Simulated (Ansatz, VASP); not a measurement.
**TiC: VASP beside Ansatz**

One calculation is typed for both programs; each brings its own data sets. How far apart do they land? The cell is taken from a series of runs on this material, whose earlier steps may have relaxed, scaled, displaced or heated it; both programs get it as it stands.

Program: Ansatz 0.2.0. Level of theory: plane waves, with VASP 6.6.1 beside it; elastic constants at BLYP. Results are calculated unless marked as measured.

## Step 1: Set-up

The structure is cubic, space group Fm-3m (No. 225). Conventional cell: a = 4.380 Å, b = 4.380 Å, c = 4.380 Å, α = 90.00°, β = 90.00°, γ = 90.00°. Ti has 6 C at 2.19 Å nearest. Nearest to C lie 6 Ti at 2.19 Å. Farther neighbours are not listed.

Structure file:

```
Ti C
1.0
     0.00000    2.18992    2.18992
     2.18992    0.00000    2.18992
     2.18992    2.18992    0.00000
Ti C
1 1
Direct
  0.50000 0.50000 0.50000
  0.00000 0.00000 0.00000
```

## Step 2: VASP: elastic constants, BLYP

Elastic constants are differences of stresses under small strains, so they test the stress and the mesh.

Lines of VASP's logs that name or quote its potential files are left out, and so is its time.

INCAR reads:

```
SYSTEM = TiC
PREC = Accurate
ENCUT = 600
EDIFF = 1E-08
NELM = 120
ISMEAR = 1
SIGMA = 0.25
LREAL = .FALSE.
ALGO = Normal
GGA = B5
ALDAX = 1
AGGAX = 1
AGGAC = 1
ALDAC = 0
NBANDS = 14
LASPH = .TRUE.
LORBIT = 11
LWAVE = .FALSE.
LCHARG = .FALSE.
ISIF = 3
IBRION = 6
NFREE = 2
POTIM = 0.015
NSW = 1
GGA_COMPAT = .FALSE.
KPAR = 2
```

POSCAR reads:

```
TiC
1.0
    0.0000000000      2.1899206396      2.1899206396
    2.1899206396      0.0000000000      2.1899206396
    2.1899206396      2.1899206396      0.0000000000
Ti C
1 1
Direct
    0.5000000000      0.5000000000      0.5000000000
    0.0000000000      0.0000000000      0.0000000000
```

KPOINTS reads:

```
Automatic mesh
0
Gamma
24 24 24
0 0 0
```

The projector-augmented-wave data sets are Ti_sv and C (PBE family, release 64).

Started as:

```sh
mpirun -np 2 vasp_std
```

Numbers of over 12 decimals in the logs are rounded to 6 here.

Log:

```text
[banner, memory and clock lines left out]
running    2 mpi-ranks, on    1 nodes
 distrk:  each k-point on    1 cores,    2 groups
 distr:  one band on    1 cores,    1 groups

 POSCAR found type information on POSCAR TiC
 POSCAR found :  2 types and       2 ions
|                                                                             |
|               ----> ADVICE to this user running VASP <----                  |
|                                                                             |
|     You enforced a specific xc type in the INCAR file but a different       |
|     [... a line on the potential file left out ...]
|     I HOPE YOU KNOW WHAT YOU ARE DOING!                                     |
|                                                                             |

 LDA part: xc-table for (Slater(with rela. corr.)+VWN5), standard interpolation
 POSCAR, INCAR and KPOINTS ok, starting setup
 FFT: planning ... GRIDC
 FFT: planning ... GRID_SOFT
 FFT: planning ... GRID
 WAVECAR not read
 entering main loop
       N       E                     dE             d eps       ncg     rms          rms(c)
DAV:   1     0.134129873026E+03    0.13413E+03   -0.93614E+03 11572   0.155E+03
DAV:   2    -0.105370146003E+02   -0.14467E+03   -0.13559E+03 12272   0.371E+02
DAV:   3    -0.228008681975E+02   -0.12264E+02   -0.12028E+02 19040   0.977E+01
DAV:   4    -0.232618565530E+02   -0.46099E+00   -0.46062E+00 13640   0.152E+01
DAV:   5    -0.232737948778E+02   -0.11938E-01   -0.11938E-01 16012   0.212E+00    0.180E+01
DAV:   6    -0.180865518635E+02    0.51872E+01   -0.16251E+01 16278   0.624E+01    0.849E+00
DAV:   7    -0.171077711390E+02    0.97878E+00   -0.34386E+00 13836   0.279E+01    0.494E+00
DAV:   8    -0.170738871123E+02    0.33884E-01   -0.16610E-01 12728   0.434E+00    0.363E+00
DAV:   9    -0.170460826284E+02    0.27804E-01   -0.13444E-01 14772   0.554E+00    0.755E-01
DAV:  10    -0.170462395255E+02   -0.15690E-03   -0.16052E-02 14422   0.139E+00    0.596E-01
DAV:  11    -0.170441127441E+02    0.21268E-02   -0.25793E-03 13662   0.808E-01    0.293E-01
DAV:  12    -0.170435824771E+02    0.53027E-03   -0.11687E-03 13742   0.566E-01    0.439E-02
DAV:  13    -0.170435673276E+02    0.15150E-04   -0.89650E-05 12998   0.146E-01    0.174E-02
DAV:  14    -0.170435640589E+02    0.32687E-05   -0.80718E-06 17758   0.322E-02    0.413E-03
DAV:  15    -0.170435639887E+02    0.70167E-07   -0.98882E-07 13058   0.132E-02    0.149E-03
DAV:  16    -0.170435639680E+02    0.20723E-07   -0.88935E-08 17788   0.410E-03    0.123E-03
DAV:  17    -0.170435639745E+02   -0.65429E-08   -0.24193E-08 13806   0.253E-03
   1 F= -.17043564E+02 E0= -.17043736E+02  d E =0.516909E-03
[... from here on, the cycles between the ionic steps are left out ...]
   2 F= -.17038114E+02 E0= -.17038297E+02  d E =0.546503E-03
  10 F= -.17041126E+02 E0= -.17041301E+02  d E =0.524391E-03
  11 F= -.17041126E+02 E0= -.17041300E+02  d E =0.524402E-03
  12 F= -.17041126E+02 E0= -.17041301E+02  d E =0.524391E-03
  13 F= -.17041126E+02 E0= -.17041300E+02  d E =0.524391E-03
  14 F= -.17042692E+02 E0= -.17042862E+02  d E =0.511775E-03
  15 F= -.17042692E+02 E0= -.17042862E+02  d E =0.511775E-03
  16 F= -.17042691E+02 E0= -.17042862E+02  d E =0.511775E-03
 Finite differences progress:
  Degree of freedom:   8/  8
  Displacement:        1/  2
  Total:              15/ 16
 bond charge predicted
       N       E                     dE             d eps       ncg     rms          rms(c)
DAV:   1    -0.170440018112E+02   -0.13105E-02   -0.14273E+00 29782   0.697E+00    0.214E-01
DAV:   2    -0.170431184841E+02    0.88333E-03   -0.85898E-03 34846   0.734E-01    0.109E-01
DAV:   3    -0.170426685651E+02    0.44992E-03   -0.11901E-03 36138   0.285E-01    0.236E-02
DAV:   4    -0.170426868716E+02   -0.18306E-04   -0.18238E-04 33580   0.102E-01    0.204E-02
DAV:   5    -0.170426893278E+02   -0.24562E-05   -0.23368E-06 39248   0.188E-02    0.125E-02
DAV:   6    -0.170426911968E+02   -0.18690E-05   -0.25657E-06 32050   0.217E-02    0.361E-03
DAV:   7    -0.170426912480E+02   -0.51243E-07   -0.32443E-07 38760   0.615E-03    0.283E-03
DAV:   8    -0.170426912606E+02   -0.12614E-07   -0.48201E-08 33022   0.271E-03    0.283E-04
DAV:   9    -0.170426912618E+02   -0.11862E-08   -0.35322E-09 18524   0.640E-04
  17 F= -.17042691E+02 E0= -.17042862E+02  d E =0.511775E-03
 Finite differences progress:
  Degree of freedom:   8/  8
  Displacement:        2/  2
  Total:              16/ 16
```

Parts of OUTCAR (step 2):

```text
ion  position               nearest neighbor table
   1  0.500  0.500  0.500-   2 2.19   2 2.19   2 2.19   2 2.19   2 2.19   2 2.19
   2  0.000  0.000  0.000-   1 2.19   1 2.19   1 2.19   1 2.19   1 2.19   1 2.19

  LATTYP: Found a face centered cubic cell.
 ALAT       =     4.3798412792

 Subroutine GETGRP returns: Found 48 space group operations
 (whereof 48 operations were pure point group operations)

The static configuration has the point symmetry O_h .

 Found    413 irreducible k-points:

   k-points           NKPTS =    413   k-points in BZ     NKDIM =    413   number of bands    NBANDS=     14

   dimension x,y,z NGX =    28 NGY =   28 NGZ =   28
   dimension x,y,z NGXF=    56 NGYF=   56 NGZF=   56

   ENCUT  =  600.0 eV  44.10 Ry    6.64 a.u.   6.19  6.19  6.19*2*pi/ulx,y,z

   NELECT =      16.0000    total number of electrons

 k-points in reciprocal lattice and weights: Automatic mesh
   0.00000000  0.00000000  0.00000000       0.000
   0.04166667  0.00000000  0.00000000       0.001
   0.08333333  0.00000000  0.00000000       0.001
   0.12500000  0.00000000  0.00000000       0.001
   0.16666667  0.00000000  0.00000000       0.001
   0.20833333  0.00000000  0.00000000       0.001
   0.25000000  0.00000000  0.00000000       0.001
   0.29166667  0.00000000  0.00000000       0.001
   0.33333333  0.00000000  0.00000000       0.001
[...]
-0.29166667  0.50000000  0.20833333       0.001
  -0.25000000  0.50000000  0.25000000       0.000

 average (electrostatic) potential at core
       1 -71.3052       2 -44.1973

 E-fermi :   9.4663

 k-point     1 :       0.0000    0.0000    0.0000
  band No.  band energies     occupation
      1     -47.0988      2.00000
      2     -23.2933      2.00000
      3     -23.2933      2.00000
      4     -23.2931      2.00000
      5      -2.6242      2.00000
      6      10.1148     -0.00150
      7      10.1148     -0.00150
      8      10.1233     -0.00128
      9      10.8968     -0.00000
     10      11.0129     -0.00000
    ...

 k-point     2 :       0.0417    0.0000    0.0000
  band No.  band energies     occupation
      1     -47.0978      2.00000
      2     -23.3008      2.00000
      3     -23.2940      2.00000
      4     -23.2939      2.00000
      5      -2.5872      2.00000
      6       9.9022     -0.03337
      7      10.0488     -0.00478
      8      10.0621     -0.00384
      9      10.5045     -0.00000
     10      10.5170     -0.00000
    ...

 k-point     3 :       0.0833    0.0000    0.0000
  band No.  band energies     occupation
    ...
      2     -23.3230      2.00000
      3     -23.2961      2.00000
      4     -23.2960      2.00000
      5      -2.4771      2.00000
      6       9.4364      1.20031
      7       9.6619      0.02916
      8       9.6749      0.00324
      9      10.3948     -0.00000
     10      10.3992     -0.00000
     11      11.3691     -0.00000
    ...

  Total        0.0655599      0.0587158      0.0587158      0.0000000     -0.0000000     -0.0000000
  in kB        5.0007324      4.4786811      4.4786811      0.0000000     -0.0000000     -0.0000000
  external PRESSURE =       4.6526982 kB  Pullay stress =       0.0000000 kB

  energy-cutoff  :      600.00
  volume of cell :       21.00
      direct lattice vectors                 reciprocal lattice vectors
     0.000000000  2.189920640  2.189920640    -0.228318776  0.228318776  0.228318776
     2.189920640  0.000000000  2.189920640     0.228318776 -0.228318776  0.228318776
     2.189920640  2.189920640  0.000000000     0.228318776  0.228318776 -0.228318776

 POSITION                                       TOTAL-FORCE (eV/Angst)
 -----------------------------------------------------------------------------------
      2.18992      2.18992      2.18992        -0.116360      0.000000      0.000000
     -0.01500      0.00000      0.00000         0.116360      0.000000      0.000000
 -----------------------------------------------------------------------------------
    total drift:                                0.000051      0.000000      0.000000

  FREE ENERGIE OF THE ION-ELECTRON SYSTEM (eV)
  ---------------------------------------------------
  free  energy   TOTEN  =       -17.0426912618 eV

  energy  without entropy=      -17.0432030367  energy(sigma->0) =      -17.04286185

  SYMMETRIZED ELASTIC MODULI (kBar)
 Direction    XX          YY          ZZ          XY          YZ          ZX
 --------------------------------------------------------------------------------
 XX        4561.1231   1191.5326   1191.5326     -0.0000      0.0000     -0.0000
 YY        1191.5326   4561.1231   1191.5326     -0.0000     -0.0000     -0.0000
 ZZ        1191.5326   1191.5326   4561.1231      0.0000      0.0000      0.0000
 XY          -0.0000     -0.0000      0.0000   1657.6179      0.0000      0.0000
 YZ           0.0000     -0.0000      0.0000      0.0000   1657.6179     -0.0000
 ZX          -0.0000     -0.0000      0.0000      0.0000     -0.0000   1657.6179
 --------------------------------------------------------------------------------

 Eigenvectors and eigenvalues of the dynamical matrix
 ----------------------------------------------------

   1 f  =   14.047941 THz    88.265814 2PiTHz  468.588857 cm-1    58.097588 meV
             X         Y         Z           dx          dy          dz
      2.189921  2.189921  2.189921    -0.447742    0.000000    0.000000
      0.000000  0.000000  0.000000     0.894163    0.000000    0.000000

   2 f  =   14.047941 THz    88.265814 2PiTHz  468.588857 cm-1    58.097588 meV
             X         Y         Z           dx          dy          dz
      2.189921  2.189921  2.189921     0.000000    0.447742    0.000000
      0.000000  0.000000  0.000000     0.000000   -0.894163    0.000000

   3 f  =   14.047941 THz    88.265814 2PiTHz  468.588857 cm-1    58.097588 meV
             X         Y         Z           dx          dy          dz
      2.189921  2.189921  2.189921     0.000000    0.000000   -0.447742
      0.000000  0.000000  0.000000     0.000000    0.000000    0.894163

   4 f/i=    0.001318 THz     0.008281 2PiTHz    0.043965 cm-1     0.005451 meV
             X         Y         Z           dx          dy          dz
      2.189921  2.189921  2.189921     0.000000   -0.894163    0.000000
      0.000000  0.000000  0.000000     0.000000   -0.447742    0.000000

   5 f/i=    0.001318 THz     0.008281 2PiTHz    0.043965 cm-1     0.005451 meV
             X         Y         Z           dx          dy          dz
      2.189921  2.189921  2.189921     0.000000    0.000000    0.894163
      0.000000  0.000000  0.000000     0.000000    0.000000    0.447742

   6 f/i=    0.001318 THz     0.008281 2PiTHz    0.043965 cm-1     0.005451 meV
             X         Y         Z           dx          dy          dz
      2.189921  2.189921  2.189921    -0.894163    0.000000    0.000000
      0.000000  0.000000  0.000000    -0.447742    0.000000    0.000000

 ELASTIC MODULI CONTR FROM IONIC RELAXATION (kBar)
 Direction    XX          YY          ZZ          XY          YZ          ZX
 --------------------------------------------------------------------------------
 XX           0.0000      0.0000      0.0000      0.0000      0.0000      0.0000
 YY           0.0000      0.0000      0.0000      0.0000      0.0000      0.0000
 ZZ           0.0000      0.0000      0.0000      0.0000      0.0000      0.0000
 XY           0.0000      0.0000      0.0000      0.0000      0.0000      0.0000
 YZ           0.0000      0.0000      0.0000      0.0000      0.0000      0.0000
 ZX           0.0000      0.0000      0.0000      0.0000      0.0000      0.0000
 --------------------------------------------------------------------------------

 TOTAL ELASTIC MODULI (kBar)
 Direction    XX          YY          ZZ          XY          YZ          ZX
 --------------------------------------------------------------------------------
 XX        4561.1231   1191.5326   1191.5326     -0.0000      0.0000     -0.0000
 YY        1191.5326   4561.1231   1191.5326     -0.0000     -0.0000     -0.0000
 ZZ        1191.5326   1191.5326   4561.1231      0.0000      0.0000      0.0000
 XY          -0.0000     -0.0000      0.0000   1657.6179      0.0000      0.0000
 YZ           0.0000     -0.0000      0.0000      0.0000   1657.6179     -0.0000
 ZX          -0.0000     -0.0000      0.0000      0.0000     -0.0000   1657.6179
 --------------------------------------------------------------------------------

 total charge
# of ion       s       p       d       tot
------------------------------------------
    1        2.190   6.227   1.943  10.360
    2        0.896   1.517   0.000   2.414
--------------------------------------------------
tot          3.086   7.744   1.943  12.773

[... 3 further parts left out ...]
```

CONTCAR:

```
TiC
   1.00000000000000
     0.0000000000000000    2.1899206395999999    2.1899206395999999
     2.1899206395999999    0.0000000000000000    2.1899206395999999
     2.1899206395999999    2.1899206395999999    0.0000000000000000
  Ti              C
     1     1
Direct
     0.5000000000000000    0.5000000000000000    0.5000000000000000
     0.0034247816402013   -0.0034247816402013   -0.0034247816402013
```

The last energy, forces, stress and levels in OUTCAR belong to the last displaced cell, not to the cell of POSCAR.

Levels, forces or a CONTCAR printed for this step are those of its last displaced cell, not of the structure at rest.

(Part 1 of 2 ends here.)

[Lines on the potential files, build, host, timing and source positions are cut from VASP's logs without a mark.]

[Logs are printed without paths, hosts, clocks, repeated set-up lines and the standing remarks that a program may print on its own settings, such as how far it seeks lower states.]

[Hosts, paths, dates, database ids (printed as entryN), source tags and the programs' standing remarks are cut or masked in the printed files.]
